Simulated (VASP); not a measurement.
Calculation: PBE GGA, VASP's PBE PAW potentials (set 64) (plane waves; VASP).

VASP input:

INCAR:
```
! general
SYSTEM   =  TiAl
PREC     =  Accurate
ENCUT    =  520
LREAL    =  .FALSE.
LASPH    =  .TRUE.

! electronic loop
EDIFF    =  1E-7
NELM     =  100
ALGO     =  Normal
LMAXMIX  =  4

! smearing
ISMEAR   =  1
SIGMA    =  0.1

! functional
GGA      =  PE

! ions
IBRION   =  2
NSW      =  30
ISIF     =  4
EDIFFG   =  -0.01

! output
LWAVE    =  .FALSE.
LCHARG   =  .FALSE.
```

### POSCAR
```
TiAl
1
    2.8538679008     0.0000000000     0.0000000000
    0.0000000000     2.8538679008     0.0000000000
    0.0000000000     0.0000000000     4.1038287082
Ti Al
1 1
Direct
  0.0000000000   0.0000000000   0.0000000000
  0.5000000000   0.5000000000   0.5000000000
```

**KPOINTS**
```
Automatic mesh
0
Gamma
13 13 9
0 0 0
```

POTCAR, in this order: Ti_sv Al (PBE.64 set). Program: vasp_std.

**Question.** What will the output report for the number of irreducible k-points (NKPTS), largest plane-wave count, number of space-group operations, FFT grid (NGX, NGY, NGZ)?

**Answer.** 
```yaml
number of irreducible k-points (NKPTS): 140
largest_plane_wave_count: 919
number_of_space_group_operations: 16
FFT grid (NGX, NGY, NGZ): 24 × 24 × 32
```

The compound is TiAl in the L1_0 structure. This cell is one point of a volume scan, at 1.03 of the reference volume. The electron count is odd and the run is not spin-polarised, which forces a metal.
